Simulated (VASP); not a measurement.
**LiRh with r2SCAN + rVV10: from relaxation to properties**

What structure does LiRh take at this level, and what are its properties? The steps: relaxing cell and atoms (r2SCAN + rVV10), second relaxation, density, ELF and potential (r2SCAN + rVV10), band structure (r2SCAN + rVV10), total and projected DOS (r2SCAN + rVV10), zone-centre phonons (r2SCAN + rVV10) and electric field gradients (r2SCAN + rVV10). The start is a computed cell from the Materials Project.

Program: VASP 6.6.1. Level of theory: r2SCAN with rVV10; plane waves and PAW (Li_sv, Rh_pv). Results are calculated unless marked as measured.

## Step 1: Starting point

Before any relaxation, the start is as follows. Symmetry: P-6m2, No. 187, hexagonal system. The conventional cell has a = 2.652 Å, b = 2.652 Å, c = 4.327 Å, α = 90.00°, β = 90.00°, γ = 120.00°. Nearest to Li lie 6 Rh at 2.65 Å and 6 Li at 2.65 Å. Rh has 6 Li at 2.65 Å and 6 Rh at 2.65 Å nearest. Farther neighbours are not listed.

As a file:

```xyz
2
Lattice="2.6523 0.0000 0.0000 -1.3262 2.2970 0.0000 0.0000 0.0000 4.3266" Properties=species:S:1:pos:R:3 pbc="T T T"
Li    0.0000    0.0000    2.1633
Rh    1.3262    0.7657    0.0000
```

## Step 2: Relaxing cell and atoms (r2SCAN + rVV10)

The start need not lie at this functional's minimum. ISIF = 3 frees volume, shape and positions, and EDIFFG sets the threshold on forces and stress at which the search stops. r2SCAN adds the kinetic-energy density, costs more than a GGA and is run with LASPH. LUSE_VDW switches on a nonlocal correlation term for dispersion.

INCAR

```
SYSTEM = LiRh
PREC = Accurate
ENCUT = 650
EDIFF = 1E-06
NELM = 100
ISMEAR = 1
SIGMA = 0.2
LREAL = .FALSE.
ALGO = Normal
METAGGA = R2SCAN
LUSE_VDW = .TRUE.
IVDW_NL = 2
BPARAM = 11.95
CPARAM = 0.0093
LASPH = .TRUE.
NBANDS = 15
LORBIT = 11
LWAVE = .FALSE.
LCHARG = .FALSE.
KPAR = 2
IBRION = 2
NSW = 60
ISIF = 3
EDIFFG = -0.01
```

POSCAR

```
LiRh
1.0
    2.6523004602      0.0000000000      0.0000000000
   -1.3261502301      2.2969595770      0.0000000000
    0.0000000000      0.0000000000      4.3266044100
Li Rh
1 1
Direct
    0.0000000000      0.0000000000      0.5000000000
    0.6666666700      0.3333333300      0.0000000000
```

KPOINTS

```
Automatic mesh
0
Gamma
10 10 5
0 0 0
```

The projector-augmented-wave data sets are Li_sv and Rh_pv (PBE family, release 64).

Command:

```
$ mpirun -np 2 vasp_std
```

Output:

```text
[banner, memory and clock lines left out]
running    2 mpi-ranks, on    1 nodes
 distrk:  each k-point on    1 cores,    2 groups
 distr:  one band on    1 cores,    1 groups

 POSCAR found type information on POSCAR LiRh
 POSCAR found :  2 types and       2 ions
|                                                                             |
|               ----> ADVICE to this user running VASP <----                  |
|                                                                             |
|     You have switched on vdW-DFT.                                           |
|     This routine was written and supplied by Jiri Klimes. We recommend      |
|     that you carefully read and cite the following publications:            |
|       J. Klimes, D.R. Bowler, A. Michelides                                 |
|          J. Phys.: Cond Matt. 22 022201 (2010)                              |
|       J. Klimes, D.R. Bowler, A. Michelides                                 |
|          Phys. Rev. B. 83, 195131 (2011)                                    |
|     and references therein.                                                 |
|                                                                             |

|                                                                             |
|               ----> ADVICE to this user running VASP <----                  |
|                                                                             |
|     You enforced a specific xc type in the INCAR file but a different       |
|     [... a line on the potential file left out ...]
|     I HOPE YOU KNOW WHAT YOU ARE DOING!                                     |
|                                                                             |

 LDA part: xc-table for (None), standard interpolation
 POSCAR, INCAR and KPOINTS ok, starting setup
 FFT: planning ... GRIDC
 FFT: planning ... GRID_SOFT
 FFT: planning ... GRID
 WAVECAR not read
 entering main loop
       N       E                     dE             d eps       ncg     rms          rms(c)
Total rVV10 correction in eV:      0.4722428    18.8182988
Total rVV10 correction in eV:      0.4722428    18.8182988
DAV:   1     0.146248816164E+03    0.14625E+03   -0.12745E+04  1260   0.161E+03
DAV:   2    -0.261883778267E+02   -0.17244E+03   -0.16651E+03  1407   0.408E+02
DAV:   3    -0.320499257662E+02   -0.58615E+01   -0.57530E+01  2357   0.641E+01
DAV:   4    -0.321284220847E+02   -0.78496E-01   -0.78471E-01  1395   0.647E+00
DAV:   5    -0.321290234380E+02   -0.60135E-03   -0.60134E-03  1731   0.543E-01    0.113E+01
Total rVV10 correction in eV:      0.4498104    18.8182984
Total rVV10 correction in eV:      0.4498104    18.8182984
DAV:   6    -0.268632212600E+02    0.52658E+01   -0.98248E+00  1561   0.352E+01    0.458E+00
Total rVV10 correction in eV:      0.4579787    18.8182983
Total rVV10 correction in eV:      0.4579787    18.8182983
DAV:   7    -0.263996643884E+02    0.46356E+00   -0.98625E-01  1535   0.104E+01    0.889E-01
Total rVV10 correction in eV:      0.4585980    18.8182983
Total rVV10 correction in eV:      0.4585980    18.8182983
DAV:   8    -0.263981035089E+02    0.15609E-02   -0.54907E-02  1554   0.236E+00    0.520E-01
Total rVV10 correction in eV:      0.4577209    18.8182983
Total rVV10 correction in eV:      0.4577209    18.8182983
DAV:   9    -0.263998238463E+02   -0.17203E-02   -0.74389E-03  1754   0.869E-01    0.157E-01
Total rVV10 correction in eV:      0.4573917    18.8182983
Total rVV10 correction in eV:      0.4573917    18.8182983
DAV:  10    -0.264002939772E+02   -0.47013E-03   -0.14425E-03  1464   0.403E-01    0.532E-02
Total rVV10 correction in eV:      0.4574372    18.8182983
Total rVV10 correction in eV:      0.4574372    18.8182983
DAV:  11    -0.264003585007E+02   -0.64524E-04   -0.16820E-04  1708   0.131E-01    0.218E-02
Total rVV10 correction in eV:      0.4574729    18.8182983
Total rVV10 correction in eV:      0.4574729    18.8182983
DAV:  12    -0.264003459881E+02    0.12513E-04   -0.23540E-05  1498   0.532E-02    0.459E-03
Total rVV10 correction in eV:      0.4574737    18.8182983
Total rVV10 correction in eV:      0.4574737    18.8182983
DAV:  13    -0.264003519667E+02   -0.59786E-05   -0.20870E-06  1581   0.150E-02    0.229E-03
Total rVV10 correction in eV:      0.4574771    18.8182983
Total rVV10 correction in eV:      0.4574771    18.8182983
DAV:  14    -0.264003615991E+02   -0.96323E-05   -0.53129E-07  1208   0.718E-03    0.353E-04
Total rVV10 correction in eV:      0.4574773    18.8182983
Total rVV10 correction in eV:      0.4574773    18.8182983
DAV:  15    -0.264003621070E+02   -0.50788E-06   -0.45308E-08   924   0.225E-03
Total rVV10 correction in eV:      0.4574769    18.8182983
Total rVV10 correction in eV:      0.4574769    18.8182983
Total rVV10 correction in eV:      0.4574769    18.8182983
Total rVV10 correction in eV:      0.4574769    18.8182983
   1 F= -.26400362E+02 E0= -.26395371E+02  d E =-.264004E+02
 curvature:   0.00 expect dE= 0.000E+00 dE for cont linesearch  0.000E+00
 trial: gam= 0.00000 g(F)=  0.215E-43 g(S)=  0.510E-02 ort = 0.000E+00 (trialstep = 0.100E+01)
 search vector abs. value=  0.510E-02
 bond charge predicted
       N       E                     dE             d eps       ncg     rms          rms(c)
Total rVV10 correction in eV:      0.4577774    18.8182983
Total rVV10 correction in eV:      0.4577774    18.8182983
DAV:   1    -0.265735551195E+02   -0.17319E+00   -0.18739E+00  1309   0.181E+01    0.310E+00
Total rVV10 correction in eV:      0.4503015    18.8182985
Total rVV10 correction in eV:      0.4503015    18.8182985
DAV:   2    -0.264277504165E+02    0.14580E+00   -0.79891E-01  1568   0.116E+01    0.119E+00
Total rVV10 correction in eV:      0.4530077    18.8182985
Total rVV10 correction in eV:      0.4530077    18.8182985
DAV:   3    -0.264010523853E+02    0.26698E-01   -0.55293E-02  1550   0.269E+00    0.309E-01
Total rVV10 correction in eV:      0.4535797    18.8182985
Total rVV10 correction in eV:      0.4535797    18.8182985
DAV:   4    -0.264011858156E+02   -0.13343E-03   -0.13795E-03  1528   0.416E-01    0.133E-01
Total rVV10 correction in eV:      0.4540928    18.8182985
Total rVV10 correction in eV:      0.4540928    18.8182985
DAV:   5    -0.264012743597E+02   -0.88544E-04   -0.41889E-04  1645   0.261E-01    0.216E-02
Total rVV10 correction in eV:      0.4540743    18.8182985
Total rVV10 correction in eV:      0.4540743    18.8182985
DAV:   6    -0.264012388447E+02    0.35515E-04   -0.57018E-05  1554   0.834E-02    0.100E-02
Total rVV10 correction in eV:      0.4540915    18.8182985
Total rVV10 correction in eV:      0.4540915    18.8182985
DAV:   7    -0.264012234690E+02    0.15376E-04   -0.51541E-06  1639   0.231E-02    0.323E-03
Total rVV10 correction in eV:      0.4540920    18.8182985
Total rVV10 correction in eV:      0.4540920    18.8182985
DAV:   8    -0.264012177602E+02    0.57088E-05   -0.30698E-07   994   0.697E-03    0.803E-04
Total rVV10 correction in eV:      0.4540905    18.8182985
Total rVV10 correction in eV:      0.4540905    18.8182985
DAV:   9    -0.264012187479E+02   -0.98772E-06   -0.38504E-08   742   0.229E-03
Total rVV10 correction in eV:      0.4540900    18.8182985
Total rVV10 correction in eV:      0.4540900    18.8182985
Total rVV10 correction in eV:      0.4540903    18.8182985
Total rVV10 correction in eV:      0.4540903    18.8182985
   2 F= -.26401219E+02 E0= -.26396241E+02  d E =-.856641E-03
[...]
3 F= -.26401867E+02 E0= -.26396883E+02  d E =-.150463E-02
[...]
4 F= -.26401864E+02 E0= -.26396882E+02  d E =-.150235E-02
[...]
5 F= -.26401943E+02 E0= -.26396935E+02  d E =-.783056E-04
 trial-energy change:   -0.000078  1 .order   -0.000099   -0.000139   -0.000059
 step:   1.6188(harm=  1.6188)  dis= 0.00000  next Energy=   -26.401986 (dE=-0.121E-03)
 bond charge predicted
       N       E                     dE             d eps       ncg     rms          rms(c)
Total rVV10 correction in eV:      0.4553084    18.8182984
Total rVV10 correction in eV:      0.4553084    18.8182984
DAV:   1    -0.264029313674E+02   -0.98847E-03   -0.16222E-02  1428   0.127E+00    0.196E-01
Total rVV10 correction in eV:      0.4549255    18.8182984
Total rVV10 correction in eV:      0.4549255    18.8182984
DAV:   2    -0.264020183995E+02    0.91297E-03   -0.27859E-03  1554   0.678E-01    0.914E-02
Total rVV10 correction in eV:      0.4551116    18.8182984
Total rVV10 correction in eV:      0.4551116    18.8182984
DAV:   3    -0.264019473189E+02    0.71081E-04   -0.27782E-04  1435   0.223E-01    0.258E-02
Total rVV10 correction in eV:      0.4551277    18.8182984
Total rVV10 correction in eV:      0.4551277    18.8182984
DAV:   4    -0.264019446845E+02    0.26344E-05   -0.32639E-05  1752   0.515E-02    0.145E-02
Total rVV10 correction in eV:      0.4551575    18.8182984
Total rVV10 correction in eV:      0.4551575    18.8182984
DAV:   5    -0.264019487979E+02   -0.41134E-05   -0.32000E-06  1442   0.223E-02    0.235E-03
Total rVV10 correction in eV:      0.4551601    18.8182984
Total rVV10 correction in eV:      0.4551601    18.8182984
DAV:   6    -0.264019487133E+02    0.84619E-07   -0.33457E-07   742   0.583E-03
Total rVV10 correction in eV:      0.4551607    18.8182984
Total rVV10 correction in eV:      0.4551607    18.8182984
Total rVV10 correction in eV:      0.4551606    18.8182984
Total rVV10 correction in eV:      0.4551606    18.8182984
   6 F= -.26401949E+02 E0= -.26396924E+02  d E =-.842519E-04
 curvature:  -0.83 expect dE=-0.128E-06 dE for cont linesearch -0.181E-08
 trial: gam=-0.00086 g(F)=  0.345E-44 g(S)=  0.153E-06 ort =-0.579E-06 (trialstep = 0.106E+01)
 search vector abs. value=  0.155E-06
 reached required accuracy - stopping structural energy minimisation
```

It took 3.6 min on 2 MPI ranks of Intel Xeon 6975P-C (Granite Rapids), shared host; peak memory 0.53 GiB; 7.2 min of CPU time.

Lines that name or quote the potential files are left out of all logs, and their timing lines are given in words.

From OUTCAR (step 2):

```text
ion  position               nearest neighbor table
   1  0.000  0.000  0.500-   2 2.65   2 2.65   2 2.65   2 2.65   2 2.65   2 2.65
   2  0.667  0.333  0.000-   1 2.65   1 2.65   1 2.65   1 2.65   1 2.65   1 2.65

  LATTYP: Found a hexagonal cell.
 ALAT       =     2.6523004602
 C/A-ratio  =     1.6312648114

 Subroutine GETGRP returns: Found 12 space group operations
 (whereof 12 operations were pure point group operations)

The static configuration has the point symmetry D_3h.

 Found     42 irreducible k-points:

   k-points           NKPTS =     42   k-points in BZ     NKDIM =     42   number of bands    NBANDS=     15

   dimension x,y,z NGX =    24 NGY =   24 NGZ =   36
   dimension x,y,z NGXF=    48 NGYF=   48 NGZF=   72

   ENCUT  =  650.0 eV  47.77 Ry    6.91 a.u.   5.51  5.51  8.99*2*pi/ulx,y,z

   NELECT =      18.0000    total number of electrons

 k-points in reciprocal lattice and weights: Automatic mesh
   0.00000000  0.00000000  0.00000000       0.002
   0.10000000  0.00000000  0.00000000       0.012
   0.20000000  0.00000000  0.00000000       0.012
   0.30000000  0.00000000  0.00000000       0.012
   0.40000000  0.00000000  0.00000000       0.012
   0.50000000  0.00000000  0.00000000       0.006
   0.10000000  0.10000000  0.00000000       0.012
   0.20000000  0.10000000  0.00000000       0.024
   0.30000000  0.10000000  0.00000000       0.024
[...]
0.40000000  0.20000000  0.40000000       0.024
   0.30000000  0.30000000  0.40000000       0.024

 average (electrostatic) potential at core
       1 -61.9659       2 -80.1046

 E-fermi :   6.7238

 k-point     1 :       0.0000    0.0000    0.0000
  band No.  band energies     occupation
    ...
      4     -40.2283      2.00000
      5       0.4619      2.00000
      6       2.8916      2.00000
      7       4.5164      2.00000
      8       4.5164      2.00000
      9       6.9936     -0.06690
     10       6.9936     -0.06690
     11       7.4955     -0.00000
     12      15.1423      0.00000
     13      25.1547      0.00000
    ...

 k-point     2 :       0.1000    0.0000    0.0000
  band No.  band energies     occupation
    ...
      5       0.8392      2.00000
      6       3.0382      2.00000
      7       4.3074      2.00000
      8       4.8063      2.00000
      9       5.7865      2.00000
     10       6.9177     -0.04335
     11       8.8801     -0.00000
     12      15.1187      0.00000
     13      24.3939      0.00000
     14      25.1589      0.00000
    ...

 k-point     3 :       0.2000    0.0000    0.0000
  band No.  band energies     occupation
    ...
      6       3.3158      2.00000
      7       4.1662      2.00000
      8       4.5888      2.00000
      9       5.6191      2.00000
     10       6.7237      1.00035
     11      10.6260     -0.00000
     12      15.0090      0.00000
     13      21.0850      0.00000
     14      23.4351      0.00000
     15      25.1586      0.00000

  Total        0.0016282      0.0016282      0.0010274      0.0000000      0.0000000     -0.0000000
  in kB        0.1003321      0.1003321      0.0633133      0.0000000      0.0000000     -0.0000000
  external PRESSURE =       0.0879925 kB  Pullay stress =       0.0000000 kB

  energy-cutoff  :      650.00
  volume of cell :       26.00
      direct lattice vectors                 reciprocal lattice vectors
     2.642320950 -0.000000000 -0.000000000     0.378455161  0.218501189  0.000000000
    -1.321160475  2.288317067 -0.000000000     0.000000000  0.437002378  0.000000000
    -0.000000000 -0.000000000  4.300001530     0.000000000  0.000000000  0.232558057

 POSITION                                       TOTAL-FORCE (eV/Angst)
 -----------------------------------------------------------------------------------
      2.64232     -0.00000      2.15000        -0.000000      0.000000     -0.000000
      1.32116      0.76277     -0.00000         0.000000     -0.000000      0.000000
 -----------------------------------------------------------------------------------
    total drift:                               -0.000013      0.000008      0.000000

  FREE ENERGIE OF THE ION-ELECTRON SYSTEM (eV)
  ---------------------------------------------------
  free  energy   TOTEN  =       -26.4019487133 eV

  energy  without entropy=      -26.3868736950  energy(sigma->0) =      -26.39692371

 reached required accuracy - stopping structural energy minimisation

 total charge
# of ion       s       p       d       tot
------------------------------------------
    1        2.036   0.030   0.000   2.067
    2        0.467   6.219   7.183  13.869
--------------------------------------------------
tot          2.504   6.249   7.183  15.935

[... 3 further parts left out ...]
```

CONTCAR:

```
LiRh
   1.00000000000000
     2.6423209496511983   -0.0000000000000000   -0.0000000000000000
    -1.3211604748255992    2.2883170673474291   -0.0000000000000000
    -0.0000000000000000   -0.0000000000000000    4.3000015299320360
  Li              Rh
     1     1
Direct
     1.0000000000000000    0.0000000000000000    0.5000000000000000
     0.6666666699999979    0.3333333300000021    0.0000000000000000
```

The k-mesh is coarse for a metal. The PAW data sets were made with PBE, which is usual practice but a small mismatch for other functionals. The run keeps the 12 symmetry operations of its start, so it cannot find a distortion of lower symmetry.

Step by step:

```tsv
step	energy less that of the first step (eV)	largest force (eV/Å)	pressure (GPa)	volume (Å³)
1	0.0000	0.0000	-1.60	26.36
2	-0.0009	0.0000	0.93	25.86
3	-0.0015	0.0000	-0.13	26.06
4	-0.0015	0.0000	-0.04	26.04
5	-0.0016	0.0000	-0.01	26.02
6	-0.0016	0.0000	0.01	26.00
```

```tsv
conventional cell, symmetrised	before	after	change
a (Å)	2.652	2.642	-0.4 %
b (Å)	2.652	2.642	-0.4 %
c (Å)	4.327	4.300	-0.6 %
volume (Å³/atom)	13.18	13.00	-1.4 %
```

Final coordinates:

```xyz
2
Lattice="2.6423 0.0000 0.0000 -1.3212 2.2883 0.0000 0.0000 0.0000 4.3000" Properties=species:S:1:pos:R:3 pbc="T T T"
Li    0.0000    0.0000    2.1500
Rh    1.3212    0.7628    0.0000
```

Numbers from this step:

```yaml
electrons: 18
bands: 15
irreducible_k_points: 42
symmetry_operations: 12
free_energy_toten: -26.40 eV
energy_at_zero_smearing: -26.40 eV
fermi_energy: 6.724 eV
pressure: 0.008799 GPa
metallic: yes
scf_cycles_over_all_ionic_steps: 50
```

It ends with forces that vanish by symmetry and a pressure of 0.01 GPa.

(Part 1 of 5 ends here.)

[Lines on the potential files, build, host, timing and source positions are cut from VASP's logs without a mark.]

[Logs are printed without paths, hosts, clocks, repeated set-up lines and the standing remarks that a program may print on its own settings, such as how far it seeks lower states.]

[Hosts, paths, dates, database ids (printed as entryN), source tags and the programs' standing remarks are cut or masked in the printed files.]

[A measured line is paired with the nearest computed mode of its activity, which favours agreement.]
